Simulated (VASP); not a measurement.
An input for Quantum ESPRESSO's pw.x (written as the equivalent of a VASP run, and not itself run):

```
&CONTROL
  calculation = 'scf'
  pseudo_dir = './pseudo'
  outdir = './out'
  tprnfor = .true.
  tstress = .true.
/
&SYSTEM
  ibrav = 0
  nat = 4
  ntyp = 2
  ecutwfc = 86
  occupations = 'tetrahedra'
  input_dft = 'pbesol'
/
&ELECTRONS
  conv_thr = 7.3e-09
  electron_maxstep = 100
/
ATOMIC_SPECIES
  W 183.840 W.upf
  Se 78.971 Se.upf
CELL_PARAMETERS angstrom
     3.0662343    0.0000000    0.0000000
    -1.5331171    2.6554368   -0.0000000
     0.0000000    0.0000000    8.5660099
ATOMIC_POSITIONS crystal
  W    0.3333330  0.6666670  0.0378941
  W    0.6666670  0.3333330  0.5378941
  Se   0.3333330  0.6666670  0.3371059
  Se   0.6666670  0.3333330  0.8371059
K_POINTS automatic
  13 13 4 0 0 0
```

Problem. Translate this input to VASP (INCAR, KPOINTS, POSCAR, choice of POTCAR).

Solution. This is not unique; one that fits is 
POSCAR:
```
WSe
1
    3.0662342531     0.0000000000     0.0000000000
   -1.5331171265     2.6554367697    -0.0000000000
    0.0000000000     0.0000000000     8.5660098793
W Se
2 2
Direct
  0.3333330000   0.6666670000   0.0378941123
  0.6666670000   0.3333330000   0.5378941123
  0.3333330000   0.6666670000   0.3371058877
  0.6666670000   0.3333330000   0.8371058877
```

### KPOINTS
```
Automatic mesh
0
Gamma
13 13 4
0 0 0
```

INCAR:
```
SYSTEM = WSe
PREC = Accurate; ENCUT = 400; LREAL = .FALSE.
LASPH = .TRUE.
EDIFF = 1E-7; NELM = 100; ALGO = Normal
LMAXMIX = 6
ISMEAR = -5
GGA = PS
ISIF = 2
LWAVE = .FALSE.; LCHARG = .TRUE.; LORBIT = 11
NEDOS = 601
LEFG = .TRUE.
```

POTCAR, in this order: W_sv Se (PBE.64 set). Program: vasp_std.

Limits of the translation: the potentials are each code's own (VASP's PAW set, PseudoDojo norm-conserving files in pw.x), so ENCUT and ecutwfc are chosen apart and not converted; conv_thr bounds pw.x's estimated SCF error, while EDIFF bounds the energy change between steps; the field gradients of LEFG aren't asked of the other code.

The structure was generated: WSe was put into the wurtzite type (P6_3mc), which need not be its known phase. It was relaxed first, which changed the volume by -50 %.
